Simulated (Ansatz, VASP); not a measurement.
## LaPd2 in VASP and in Ansatz

INCAR

```
PREC = Accurate
ENCUT = 520
EDIFF = 1E-7
ISMEAR = -1
SIGMA = 0.05
LREAL = F
LASPH = T
NELM = 100
ALGO = Normal
ISIF = 2
LWAVE = F
LCHARG = F
GGA = PE
NBANDS = 22
```

The input KPOINTS:

```
Automatic mesh
0
Gamma
  9 9 9
```

File POSCAR:

```
LaPd2
1.0
   -2.0431756249      2.0431756249      4.5594342660
    2.0431756249     -2.0431756249      4.5594342660
    2.0431756249      2.0431756249     -4.5594342660
La Pd
1 2
Direct
    0.0000000000      0.0000000000      0.0000000000
    0.2500000000      0.7500000000      0.5000000000
    0.7500000000      0.2500000000      0.5000000000
```

Contents of input.yaml:

```yaml
crystal:
  lattice:
    - [-2.0431756249, 2.0431756249, 4.559434266]
    - [2.0431756249, -2.0431756249, 4.559434266]
    - [2.0431756249, 2.0431756249, -4.559434266]
  atoms:
    - { symbol: La, position: [0.0, 0.0, 0.0] }
    - { symbol: Pd, position: [0.25, 0.75, 0.5] }
    - { symbol: Pd, position: [0.75, 0.25, 0.5] }
hamiltonian:
  xc: pbe
  pseudopotentials: { kind: paw }
kpoints:
  mp_grid: { grid: [9, 9, 9] }
scf:
  occupations: { method: fermi_dirac, width: 0.05 }
output:
  forces: true
  stress: true
  eigenvalues: true
  write_density: true
  write_potential: true
  elf: true
  volumetric_format: npy
```

Change from the starting cell: volume scaled by 1.06.

Alike in both runs: task single point; functional PBE; k mesh 9 × 9 × 9; occupations fermi-dirac, width 0.05 eV; no spin polarisation.

```csv
,VASP,Ansatz
version,VASP 6.6.1,Ansatz 0.2.0
potentials or method,"VASP PAW PBE potentials, release 64 (La, Pd)",Ansatz PAW
plane-wave cutoff (eV),520,420
valence electrons in the cell,31,47
```

|  | VASP | Ansatz | Ansatz less VASP |
| --- | --- | --- | --- |
| gap on the k mesh at the Fermi level (eV) | none | none | - |
| pressure (GPa) | -4.4 | -4.3 | +0.06 |
| largest component of the traceless stress (GPa) | 0.45 | 0.45 | 0.000 |

A gap of «none» marks a metal or a gap that the smearing closes. With one functional, cell and mesh, what is left measures potentials, basis and numerics. The two sets of potentials don't hold the same shells in valence.

Spin-orbit coupling is left out, which matters for the levels of La.
